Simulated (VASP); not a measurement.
These are LDA (Ceperley-Alder, Perdew-Zunger) with spin-orbit coupling, VASP's LDA PAW potentials (set 64) (plane waves; VASP) values and carry that method's errors.

Input for VASP

### INCAR
```
# general
SYSTEM         =  Sr2CdPt2
PREC           =  Accurate
ENCUT          =  300
LREAL          =  F   # projection in real space or not
LASPH          =  T   # aspherical one-centre terms

# electronic loop
EDIFF          =  1E-6   # SCF stop (eV)
NELM           =  100
ALGO           =  Normal   # blocked Davidson
LMAXMIX        =  6

# smearing
ISMEAR         =  0   # Gaussian
SIGMA          =  0.05

# functional
GGA_COMPAT     =  F

# spin
MAGMOM         =  0.0 0.0 0.0 0.0 0.0 0.0 0.0 0.0 0.0 0.0 0.0 0.0 0.0 0.0 0.0
LSORBIT        =  T
LNONCOLLINEAR  =  T

# ions
ISIF           =  2

# output
LWAVE          =  F
LCHARG         =  F
LORBIT         =  11
```

**POSCAR**
```
Sr2CdPt2
1
   -2.2798000000     2.9675500000     4.5937000000
    2.2798000000    -2.9675500000     4.5937000000
    2.2798000000     2.9675500000    -4.5937000000
Pt Cd Sr
2 1 2
Direct
  0.7303400000   0.5000000000   0.2303400000
  0.2696600000   0.5000000000   0.7696600000
  0.0000000000   0.0000000000   0.0000000000
  0.6999500000   0.1999500000   0.5000000000
  0.3000500000   0.8000500000   0.5000000000
```

**KPOINTS**
```
Automatic mesh
0
Gamma
5 5 5
0 0 0
```

POTCAR, in this order: Pt Cd Sr_sv (LDA.64 set). Program: vasp_ncl.

What VASP printed:

### OUTCAR
```
 ion  position               nearest neighbor table
   1  0.730  0.500  0.230-   2 2.73   3 2.79   3 2.79   4 3.19   5 3.19   2 3.20   5 3.23   4 3.23
                             4 3.23   5 3.23
   2  0.270  0.500  0.770-   1 2.73   3 2.79   3 2.79   5 3.19   4 3.19   1 3.20   5 3.23   5 3.23
                             4 3.23   4 3.23
   3  0.000  0.000  0.000-   2 2.79   1 2.79   2 2.79   1 2.79   5 3.49   4 3.49   4 3.49   5 3.49
                             4 3.58   5 3.58   4 3.58   5 3.58
   4  0.700  0.200  0.500-   2 3.19   1 3.19   1 3.23   2 3.23   1 3.23   2 3.23   3 3.49   3 3.49
                             3 3.58   3 3.58   5 3.67   5 3.85   5 3.85   5 3.85   5 3.85
   5  0.300  0.800  0.500-   2 3.19   1 3.19   1 3.23   1 3.23   2 3.23   2 3.23   3 3.49   3 3.49
                             3 3.58   3 3.58   4 3.67   4 3.85   4 3.85   4 3.85   4 3.85
  LATTYP: Found a body centered orthorhombic cell.
 ALAT       =     4.5596000000
 B/A-ratio  =     1.3016711992
 C/A-ratio  =     2.0149574524
 Subroutine PRICEL returns:
 Original cell was already a primitive cell.
 Subroutine GETGRP returns: Found  8 space group operations
The static configuration has the point symmetry D_2h.
The dynamic configuration has the point symmetry D_2h.
The overall configuration has the point symmetry D_2h.
 Subroutine INISYM returns: Found  8 space group operations
 Subroutine IBZKPT returns following result:
 Found     27 irreducible k-points:

 Following reciprocal coordinates:
            Coordinates               Weight
  0.000000  0.000000  0.000000      1.000000
  0.200000  0.000000 -0.000000      4.000000
  0.400000  0.000000 -0.000000      4.000000
  0.000000  0.200000 -0.000000      4.000000
  0.200000  0.200000 -0.000000      8.000000
  0.400000  0.200000 -0.000000      8.000000
 -0.400000  0.200000 -0.000000      8.000000
 -0.200000  0.200000  0.000000      4.000000
  0.000000  0.400000 -0.000000      4.000000
  0.200000  0.400000 -0.000000      8.000000
  0.400000  0.400000 -0.000000      8.000000
 -0.400000  0.400000  0.000000      4.000000
 -0.200000  0.400000  0.000000      8.000000
  0.200000  0.200000  0.200000      8.000000
 -0.200000  0.200000  0.200000      2.000000
 -0.400000  0.400000  0.200000      4.000000
 -0.200000  0.400000  0.200000      4.000000
  0.400000 -0.400000  0.200000      4.000000
 -0.400000 -0.400000  0.200000      8.000000
 -0.200000 -0.400000  0.200000      4.000000
  0.200000 -0.200000  0.200000      2.000000
  0.400000 -0.200000  0.200000      4.000000
 -0.400000 -0.200000  0.200000      4.000000
 -0.200000 -0.200000  0.200000      2.000000
 -0.400000  0.400000  0.400000      2.000000
  0.400000 -0.400000  0.400000      2.000000
 -0.400000 -0.400000  0.400000      2.000000
   k-points           NKPTS =     27   k-points in BZ     NKDIM =     27   number of bands    NBANDS=     62
   number of dos      NEDOS =    301   number of ions     NIONS =      5
   total plane-waves  NPLWV =  46656
   dimension x,y,z NGX =    36 NGY =   36 NGZ =   36
   dimension x,y,z NGXF=    72 NGYF=   72 NGZF=   72
   ions per type =               2   1   2
   PREC   = accura    normal or accurate (medium, high low for compatibility)
   ISTART =      0    job   : 0-new  1-cont  2-samecut
   ICHARG =      2    charge: 1-file 2-atom 10-const
   ISPIN  =      1    spin polarized calculation?
   LNONCOLLINEAR =      T non collinear calculations
   LSORBIT =      T    spin-orbit coupling
   INIWAV =      1    electr: 0-lowe 1-rand  2-diag
   ENCUT  =  300.0 eV  22.05 Ry    4.70 a.u.   8.37  8.37  8.37*2*pi/ulx,y,z
   NELM   =    100;   NELMIN=  2; NELMDL= -5     # of ELM steps
   EDIFF  = 0.1E-05   stopping-criterion for ELM
   LREAL  =      F    real-space projection
   NLSPLINE    = F    spline interpolate recip. space projectors
   LMAXMIX     =    6 max onsite mixed and CHGCAR
   VOSKOWN=      0    Vosko Wilk Nusair interpolation
   EDIFFG = 0.1E-04   stopping-criterion for IOM
...
```

File OSZICAR:
```
       N       E                     dE             d eps       ncg     rms          rms(c)
DAV:   1     0.267036913680E+03    0.26704E+03   -0.19200E+04  3372   0.104E+03
DAV:   2    -0.508449074561E+01   -0.27212E+03   -0.26173E+03  3748   0.302E+02
DAV:   3    -0.248004244181E+02   -0.19716E+02   -0.19392E+02  4638   0.670E+01
DAV:   4    -0.258240006067E+02   -0.10236E+01   -0.10202E+01  5000   0.121E+01
DAV:   5    -0.258574421260E+02   -0.33442E-01   -0.33434E-01  4416   0.193E+00    0.452E+01
DAV:   6    -0.249975737142E+02    0.85987E+00   -0.34580E+00  3842   0.116E+01    0.232E+01
DAV:   7    -0.248418079595E+02    0.15577E+00   -0.64979E-01  3864   0.413E+00    0.151E+01
DAV:   8    -0.247945456503E+02    0.47262E-01   -0.13789E-01  4104   0.225E+00    0.224E+00
DAV:   9    -0.247913445026E+02    0.32011E-02   -0.34073E-02  4046   0.101E+00    0.552E-01
DAV:  10    -0.247906962537E+02    0.64825E-03   -0.38155E-03  3798   0.321E-01    0.283E-01
DAV:  11    -0.247905934334E+02    0.10282E-03   -0.71653E-04  4320   0.119E-01    0.664E-02
DAV:  12    -0.247906006593E+02   -0.72259E-05   -0.55725E-05  4316   0.333E-02    0.231E-02
DAV:  13    -0.247906013437E+02   -0.68441E-06   -0.37616E-06  3216   0.100E-02
   1 F= -.24790601E+02 E0= -.24789268E+02  d E =-.266580E-02  mag=    -0.0000    -0.0000    -0.0000
```

**OUTCAR**
```
------------------------ aborting loop because EDIFF is reached ----------------------------------------
  FORCE on cell =-STRESS in cart. coord.  units (eV):
  Direction    XX          YY          ZZ          XY          YZ          ZX
  --------------------------------------------------------------------------------------
  Total       -3.4547115     -4.3336908     -2.7914432      0.0000000      0.0000000      0.0000000
  in kB      -44.5251052    -55.8535896    -35.9767531      0.0000000      0.0000000      0.0000000
  external PRESSURE =     -45.4518159 kB  Pullay stress =       0.0000000 kB
  volume of cell :      124.31
      direct lattice vectors                 reciprocal lattice vectors
    -2.279800000  2.967550000  4.593700000     0.000000000  0.168489158  0.108844722
     2.279800000 -2.967550000  4.593700000     0.219317484  0.000000000  0.108844722
     2.279800000  2.967550000 -4.593700000     0.219317484  0.168489158  0.000000000
 POSITION                                       TOTAL-FORCE (eV/Angst)
 -----------------------------------------------------------------------------------
      0.00000      1.36709      4.59370         0.000000     -0.226120      0.000000
      2.27980      1.60046      0.00000        -0.000000      0.226120     -0.000000
      0.00000      0.00000      0.00000         0.000000     -0.000000     -0.000000
      0.00000      2.96755      1.83702         0.000000     -0.000000     -0.015998
      2.27980     -0.00000      2.75668        -0.000000     -0.000000      0.015998
 -----------------------------------------------------------------------------------
    total drift:                                0.000000      0.000000      0.000000
  FREE ENERGIE OF THE ION-ELECTRON SYSTEM (eV)
  ---------------------------------------------------
  free  energy   TOTEN  =       -24.7906013437 eV

  energy  without entropy=      -24.7879355484  energy(sigma->0) =      -24.78926845

 total charge

# of ion       s       p       d       tot
------------------------------------------
    1        0.749   0.342   8.113   9.203
    2        0.749   0.342   8.113   9.203
    3        0.582   0.336   9.446  10.364
    4        2.043   5.764   0.232   8.039
    5        2.043   5.764   0.232   8.039
--------------------------------------------------
tot          6.165  12.549  26.134  44.848

 magnetization (x)

# of ion       s       p       d       tot
------------------------------------------
    1        0.000   0.000   0.000   0.000
    2        0.000   0.000   0.000   0.000
    3        0.000  -0.000   0.000  -0.000
    4        0.000   0.000   0.000   0.000
    5        0.000   0.000   0.000   0.000
--------------------------------------------------
tot          0.000  -0.000   0.000  -0.000

 magnetization (y)

# of ion       s       p       d       tot
------------------------------------------
    1       -0.000  -0.000  -0.000  -0.000
    2       -0.000  -0.000  -0.000  -0.000
    3        0.000   0.000   0.000   0.000
    4        0.000   0.000   0.000   0.000
    5        0.000   0.000   0.000   0.000
--------------------------------------------------
tot         -0.000  -0.000  -0.000  -0.000

 magnetization (z)

# of ion       s       p       d       tot
------------------------------------------
    1       -0.000   0.000   0.000   0.000
    2       -0.000   0.000   0.000   0.000
    3        0.000   0.000   0.000   0.000
    4       -0.000   0.000   0.000   0.000
    5       -0.000   0.000   0.000   0.000
--------------------------------------------------
tot         -0.000   0.000   0.000   0.000

 Ion:    1  E_soc:     -0.6281339

 Ion:    2  E_soc:     -0.6281339

 Ion:    3  E_soc:     -0.0674093

 Ion:    4  E_soc:     -0.1984902

 Ion:    5  E_soc:     -0.1984902
```
(Selected blocks of OUTCAR.)

At this cut-off the stress carries a Pulay error, which pulls relaxed volumes low.

The structure comes from a measured Sr2CdPt2 entry (Immm) of the Crystallography Open Database, whose conditions weren't checked. The cell was not relaxed at this level. The k-mesh is coarse (spacing up to 0.35 per Å, 2π included), so the numbers may not be converged in it. The run is one of a series of settings (GGA_COMPAT = .FALSE., LNONCOLLINEAR = .TRUE., LSORBIT = .TRUE., MAGMOM = 0.0 0.0 0.0 0.0 0.0 0.0 0.0 0.0 0.0 0.0 0.0 0.0 0.0 0.0 0.0, program vasp_ncl against the base run), some of them coarse on purpose.
